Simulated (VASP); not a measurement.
NaIn3 (space group I4/mmm): computed properties

Calculation: PBEsol GGA, VASP's PBE PAW potentials (set 64) (plane waves; VASP).

For NaIn3, the space group is I4/mmm (139). The cell is a = 4.597 Å, b = 4.597 Å, c = 9.352 Å, α = 90.00°, β = 90.00°, γ = 90.00°, the volume per atom is 24.71 Å³/atom and the band gap (over mesh and band path) is none (metal, semimetal or under 0.01 eV). The band gap with spin-orbit coupling is none (metallic). The density is 6.17 g/cm³.

```
In3Na
1.0
   -2.29850     2.29850     4.67623
    2.29850    -2.29850     4.67623
    2.29850     2.29850    -4.67623
Na In
1 3
Direct
  0.00000   0.00000   0.00000
  0.75000   0.25000   0.50000
  0.25000   0.75000   0.50000
  0.50000   0.50000   0.00000
```

Unless said otherwise, spin-orbit coupling is left out, though it shifts the bands of the heavy elements here.

The structure comes from a computed database's NaIn3 entry (I4/mmm); how it stands against other phases isn't given here. It was relaxed first. Symmetry was kept, so distortions that lower it aren't found.
